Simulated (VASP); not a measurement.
Level of theory: r2SCAN meta-GGA, VASP's PBE PAW potentials (set 64) (plane waves; VASP). For the first row: Run with 520 eV cut-off, 10×10×10 Γ-centred mesh, Gaussian smearing of 0.050 eV, potentials B P.

| system | energy (eV/atom) |
|---|---|
| BP (zinc blende) | -8.6557 |
| B atom | -1.1704 |
| P atom | -5.5834 |

Atoms are spin-polarised in a large box without symmetry, with the spin fixed by Hund's rule, and may not be in the lowest state of each functional; no zero-point energy is added.

What is the cohesive energy per atom of BP?

The references average (1×(-1.1704) + 1×(-5.5834))/2 = -3.3769 eV, so the cohesive energy is -3.3769 − (-8.6557) = 5.279 eV/atom. Measured: 5.140 eV/atom at 0 K (as given by Daniel Mejia-Rodriguez et al., Physical Review B (2018), arXiv:1807.09216; static lattice: zero-point vibration energy added).
